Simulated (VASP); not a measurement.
```
CdF2
1.0
    0.00000     2.71513     2.71513
    2.71513     0.00000     2.71513
    2.71513     2.71513     0.00000
Cd F
1 2
Direct
  0.00000   0.00000   0.00000
  0.25000   0.25000   0.25000
  0.75000   0.75000   0.75000
```

The numbers are results of optB86b-vdW, VASP's PBE PAW potentials (set 64) (plane waves; VASP), not measurements. Settings: 520 eV cut-off, Gaussian smearing of 0.050 eV, potentials Cd F.

Q: Give the energies of bands 3 to 14 at the high-symmetry points, in eV from the valence-band maximum.

A: 
```csv
band,Γ,X,U,L,W
3,-5.53,-5.32,-5.13,-5.21,-4.98
4,-5.53,-4.64,-4.75,-5.21,-4.63
5,-5.53,-4.64,-4.48,-4.35,-4.63
6,-4.42,-4.31,-4.46,-4.35,-4.49
7,-4.42,-4.14,-4.37,-4.17,-4.49
8,-0.92,-3.06,-3.31,-2.69,-3.42
9,-0.92,-2.84,-2.43,-2.18,-2.54
10,-0.92,-2.84,-2.27,-1.75,-1.48
11,-0.52,-0.46,-0.90,-1.75,-1.48
12,-0.52,-0.09,-0.32,-0.41,-0.55
13,-0.52,-0.09,-0.20,-0.41,0.00
14,2.94,7.75,7.71,6.95,7.82
```

The gap is indirect, 2.94 eV, from the valence maximum at W to the conduction minimum at Γ.

Measured: gap 7.80 eV (computed value off by -4.86 eV), as given by Giancarlo Cappellini et al., Physical Review B (2013), arXiv:1302.2571.

The compound is CdF2 in the fluorite structure. It was relaxed first.
